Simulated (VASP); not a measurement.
All values below come from PBE GGA, VASP's PBE PAW potentials (set 64) (plane waves; VASP 6.6.1).

The input files of a VASP run:

INCAR:
```
# general
SYSTEM  = CdS
PREC    = Accurate
ENCUT   = 300
LREAL   = .FALSE.
LASPH   = .TRUE.

# electronic loop
EDIFF   = 1E-6
NELM    = 100
ALGO    = Normal
LMAXMIX = 4

# smearing
ISMEAR  = 0
SIGMA   = 0.01

# functional
GGA     = PE

# ions
ISIF    = 2

# output
LWAVE   = .FALSE.
LCHARG  = .FALSE.
```

### POSCAR
```
CdS
1
    0.0000000000     2.8258370000     2.8258370000
    2.8258370000     0.0000000000     2.8258370000
    2.8258370000     2.8258370000     0.0000000000
Cd S
1 1
Direct
  0.0000000000   0.0000000000   0.0000000000
  0.2500000000   0.2500000000   0.2500000000
```

### KPOINTS
```
Automatic mesh
0
Gamma
10 10 10
0 0 0
```

POTCAR, in this order: Cd S (PBE.64 set). Program: vasp_std.

At this cut-off the stress carries a Pulay error, which pulls relaxed volumes low.

Q: What does the run give for the energy per atom (σ→0), pressure, band gap (on the k-mesh)?

A: 
```
Item                               Value
------------------------  --------------
energy per atom (σ→0)     -2.961 eV/atom
band gap (on the k-mesh)         1.34 eV
pressure                       10.92 GPa
```

### OSZICAR
```
...
DAV:   7    -0.592224327236E+01    0.25494E-01   -0.25332E-01  1277   0.398E+00    0.354E+00
DAV:   8    -0.592174736388E+01    0.49591E-03   -0.26118E-02  1307   0.241E+00    0.395E-01
DAV:   9    -0.592152574585E+01    0.22162E-03   -0.33323E-03  1392   0.101E+00    0.993E-02
DAV:  10    -0.592162150858E+01   -0.95763E-04   -0.27613E-04  1317   0.206E-01    0.656E-02
DAV:  11    -0.592167520148E+01   -0.53693E-04   -0.76768E-05  1250   0.101E-01    0.253E-02
DAV:  12    -0.592167558449E+01   -0.38301E-06   -0.45204E-05  1435   0.996E-02    0.876E-03
DAV:  13    -0.592167595143E+01   -0.36693E-06   -0.52340E-06  1272   0.297E-02
   1 F= -.59216760E+01 E0= -.59216760E+01  d E =-.361539E-27
```

The structure comes from a computed database's CdS entry; how it stands against other phases isn't given here. The cell was not relaxed at this level, and its volume differs by -5.9 % from the start's.
